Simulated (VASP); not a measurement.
An input for Ansatz (written as the equivalent of a VASP run, and not itself run):

Ansatz 0.2 input:
```yaml
crystal:
  lattice:
    - [-2.0364409, 2.0364409, 2.0364409]
    - [2.0364409, -2.0364409, 2.0364409]
    - [2.0364409, 2.0364409, -2.0364409]
  atoms:
    - { symbol: Na, position: [0.0000000, 0.0000000, 0.0000000] }
kpoints:
  mp_grid: { grid: [11, 11, 11] }
hamiltonian:
  xc: pbe
  dispersion: d3bj
  pseudopotentials: { kind: paw }
scf:
  occupations: { method: methfessel_paxton, width: 0.1 }
  max_iter: 100
relax:
  max_steps: 60
  f_tol: 0.01
  cell: {}
output: { forces: true, stress: true, eigenvalues: true }
```

Task: Translate this input to VASP (INCAR, KPOINTS, POSCAR, choice of POTCAR).

Result: Several could match; the one computed here: 
**INCAR**
```
# general
SYSTEM = Na
PREC   = Accurate
ENCUT  = 520
LREAL  = .FALSE.   # projection in real space or not
LASPH  = .TRUE.   # aspherical one-centre terms

# electronic loop
EDIFF  = 1E-6
NELM   = 100   # most electronic steps
ALGO   = Normal

# smearing
ISMEAR = 1   # Methfessel-Paxton
SIGMA  = 0.1   # width (eV)

# functional
GGA    = PE   # PBE
IVDW   = 12

# ions
IBRION = 2   # conjugate gradients
NSW    = 60
ISIF   = 3
EDIFFG = -0.01   # ionic stop

# output
LWAVE  = .FALSE.
LCHARG = .FALSE.
```

**KPOINTS**
```
kpoints
0
gamma
  11 11 11
0 0 0
```

**POSCAR**
```
Na
1
   -2.0364408668     2.0364408668     2.0364408668
    2.0364408668    -2.0364408668     2.0364408668
    2.0364408668     2.0364408668    -2.0364408668
Na
1
Direct
  0.0000000000   0.0000000000   0.0000000000
```

POTCAR, in this order: Na_pv (PBE.64 set). Program: vasp_std.

What does not carry over: each code has its own PAW files, so the cut-off isn't converted (ENCUT is set for VASP's; basis.ecutwfc is left out, and Ansatz then takes the one that its files recommend); Ansatz stops its SCF on the density residual and VASP on the energy change (EDIFF).

The compound is Na in the bcc structure. It was relaxed first, which changed the volume by -13 %. The start is the result of an earlier pass.
